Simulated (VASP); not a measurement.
Input of a VASP 6.6.1 run:

Contents of INCAR:

```
SYSTEM = Sr3BN
PREC     = Accurate       ! precision mode
ENCUT    = 520            ! plane-wave cutoff, eV
EDIFF    = 1E-7           ! SCF threshold, eV
ISMEAR   = -1             ! smearing method
SIGMA    = 0.1            ! smearing width, eV
LREAL    = .FALSE.        ! projectors in reciprocal space
LASPH    = .TRUE.         ! aspherical terms in the spheres
NELM     = 60             ! most SCF steps
ALGO     = Normal         ! electronic algorithm
ISIF     = 2              ! what is computed and relaxed
LWAVE    = .FALSE.        ! write WAVECAR
LCHARG   = .FALSE.        ! write CHGCAR
GGA      = PE             ! functional
NBANDS   = 27             ! bands
```

KPOINTS

```
Automatic mesh
0
G
  7 7 7
  0 0 0
```

POSCAR

```
Sr3BN
1.0
    4.9359970000      0.0000000000      0.0000000000
    0.0000000000      4.9359970000      0.0000000000
    0.0000000000      0.0000000000      4.9359970000
Sr B N
3 1 1
Direct
    0.0000000000      0.5000000000      0.5000000000
    0.5000000000      0.0000000000      0.5000000000
    0.5000000000      0.5000000000      0.0000000000
    0.5000000000      0.5000000000      0.5000000000
    0.0000000000      0.0000000000      0.0000000000
```

Potentials or basis: VASP PAW PBE potentials, release 64 (Sr_sv, B, N).

Run with:

```console
$ cat potpaw_PBE.64/Sr_sv/POTCAR potpaw_PBE.64/B/POTCAR potpaw_PBE.64/N/POTCAR > POTCAR
$ mpirun -np 1 vasp_std > vasp.out
```

Estimate the pressure.

8.4 GPa.

Estimate the band gap on the k mesh.

none (metal or under the smearing width).
